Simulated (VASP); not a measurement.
Calculation: PBE GGA, VASP's PBE PAW potentials (set 64) (plane waves; VASP 6.6.1).

A VASP calculation is set up with these files.

File KPOINTS:
```
k-points along high-symmetry lines
15
Line-mode
Reciprocal
  0.000000   0.000000   0.000000 ! GAMMA
  0.500000   0.000000   0.500000 ! X

  0.500000   0.000000   0.500000 ! X
  0.625000   0.250000   0.625000 ! U

  0.375000   0.375000   0.750000 ! K
  0.000000   0.000000   0.000000 ! GAMMA

  0.000000   0.000000   0.000000 ! GAMMA
  0.500000   0.500000   0.500000 ! L

  0.500000   0.500000   0.500000 ! L
  0.500000   0.250000   0.750000 ! W

  0.500000   0.250000   0.750000 ! W
  0.500000   0.000000   0.500000 ! X
```

**INCAR**
```
SYSTEM  =  MgO
PREC  =  Accurate; ENCUT  =  520; LREAL  =  .FALSE.
LASPH  =  .TRUE.; ICHARG  =  11
EDIFF  =  1E-6; NELM  =  100; ALGO  =  Normal
ISMEAR  =  0; SIGMA  =  0.05
GGA  =  PE
LWAVE  =  .FALSE.; LCHARG  =  .FALSE.
```

### POSCAR
```
MgO
1
    0.0000000000     2.1234462331     2.1234462331
    2.1234462331     0.0000000000     2.1234462331
    2.1234462331     2.1234462331     0.0000000000
Mg O
1 1
Direct
  0.0000000000   0.0000000000   0.0000000000
  0.5000000000   0.5000000000   0.5000000000
```

POTCAR, in this order: Mg O (PBE.64 set). Program: vasp_std. Read from the step before: CHGCAR.

The resulting files:

File OUTCAR:
```
 ion  position               nearest neighbor table
   1  0.000  0.000  0.000-   2 2.12   2 2.12   2 2.12   2 2.12   2 2.12   2 2.12
   2  0.500  0.500  0.500-   1 2.12   1 2.12   1 2.12   1 2.12   1 2.12   1 2.12
  LATTYP: Found a face centered cubic cell.
 ALAT       =     4.2468924662
 Subroutine PRICEL returns:
 Original cell was already a primitive cell.
 Subroutine GETGRP returns: Found 48 space group operations
The static configuration has the point symmetry O_h .
The dynamic configuration has the point symmetry O_h .
 Subroutine INISYM returns: Found 48 space group operations
   k-points           NKPTS =     90   k-points in BZ     NKDIM =     90   number of bands    NBANDS=      8
   number of dos      NEDOS =    301   number of ions     NIONS =      2
   total plane-waves  NPLWV =  13824
   dimension x,y,z NGX =    24 NGY =   24 NGZ =   24
   dimension x,y,z NGXF=    48 NGYF=   48 NGZF=   48
   ions per type =               1   1
   PREC   = accura    normal or accurate (medium, high low for compatibility)
   ISTART =      0    job   : 0-new  1-cont  2-samecut
   ICHARG =     11    charge: 1-file 2-atom 10-const
   ISPIN  =      1    spin polarized calculation?
   LNONCOLLINEAR =      F non collinear calculations
   LSORBIT =      F    spin-orbit coupling
   INIWAV =      1    electr: 0-lowe 1-rand  2-diag
   ENCUT  =  520.0 eV  38.22 Ry    6.18 a.u.   5.58  5.58  5.58*2*pi/ulx,y,z
   NELM   =    100;   NELMIN=  2; NELMDL= -5     # of ELM steps
   EDIFF  = 0.1E-05   stopping-criterion for ELM
   LREAL  =      F    real-space projection
   NLSPLINE    = F    spline interpolate recip. space projectors
   LMAXMIX     =    2 max onsite mixed and CHGCAR
   VOSKOWN=      0    Vosko Wilk Nusair interpolation
   EDIFFG = 0.1E-04   stopping-criterion for IOM
   NSW    =      0    number of steps for IOM
   NBLOCK =      1;   KBLOCK =      1    inner block; outer block
   IBRION =     -1    ionic relax: 0-MD 1-quasi-New 2-CG
   NFREE  =      0    steps in history (QN), initial steepest desc. (CG)
   ISIF   =      2    stress and relaxation
   ISYM   =      2    0-nonsym 1-usesym 2-fastsym
   TEIN   =    0.0    initial temperature
   TEBEG  =    0.0;   TEEND  =   0.0 temperature during run
...
```

**OSZICAR**
```
       N       E                     dE             d eps       ncg     rms          rms(c)
DAV:   1     0.133853644675E+02    0.13385E+02   -0.46437E+03  1688   0.871E+02
DAV:   2    -0.106739508804E+02   -0.24059E+02   -0.23035E+02  1808   0.129E+02
DAV:   3    -0.110005681576E+02   -0.32662E+00   -0.32662E+00  1800   0.172E+01
DAV:   4    -0.110010855605E+02   -0.51740E-03   -0.51740E-03  1856   0.652E-01
DAV:   5    -0.110010864411E+02   -0.88055E-06   -0.88055E-06  1968   0.204E-02
DAV:   6    -0.110010864419E+02   -0.84037E-09   -0.84048E-09  1832   0.423E-04
   1 F= -.11001086E+02 E0= -.11001086E+02  d E =-.826701E-11
```

OUTCAR:
```
 val. band max:        3.0039154832   @ k =   0.0000   0.0000   0.0000

 cond. band min:       7.4936849393   @ k =   0.0000   0.0000   0.0000



 k-point     1 :       0.0000    0.0000    0.0000
  band No.  band energies     occupation
      1     -14.1347      2.00000
      2       3.0039      2.00000
      3       3.0039      2.00000
      4       3.0039      2.00000
      5       7.4937      0.00000
      6      18.6636      0.00000
      7      18.6636      0.00000
      8      18.6636      0.00000

 k-point     2 :       0.0357    0.0000    0.0357
  band No.  band energies     occupation
      1     -14.1172      2.00000
      2       2.8960      2.00000
      3       2.9841      2.00000
      4       2.9841      2.00000
      5       7.6167      0.00000
      6      18.3671      0.00000
      7      18.7057      0.00000
      8      18.7057      0.00000

 k-point     3 :       0.0714    0.0000    0.0714
  band No.  band energies     occupation
      1     -14.0655      2.00000
      2       2.6061      2.00000
      3       2.9261      2.00000
      4       2.9261      2.00000
      5       7.9521      0.00000
      6      17.6949      0.00000
      7      18.8288      0.00000
      8      18.8288      0.00000

 k-point     4 :       0.1071    0.0000    0.1071
  band No.  band energies     occupation
      1     -13.9816      2.00000
      2       2.2032      2.00000
      3       2.8348      2.00000
      4       2.8348      2.00000
      5       8.4318      0.00000
      6      16.9103      0.00000
      7      19.0233      0.00000
      8      19.0233      0.00000

 k-point     5 :       0.1429    0.0000    0.1429
  band No.  band energies     occupation
      1     -13.8691      2.00000
      2       1.7484      2.00000
      3       2.7169      2.00000
      4       2.7169      2.00000
      5       8.9954      0.00000
      6      16.1267      0.00000
      7      19.2750      0.00000
      8      19.2751      0.00000
...
```

The density is held fixed in this step, so its total energy and stress have no physical meaning.

The compound is MgO in the rock salt structure. It was relaxed first.
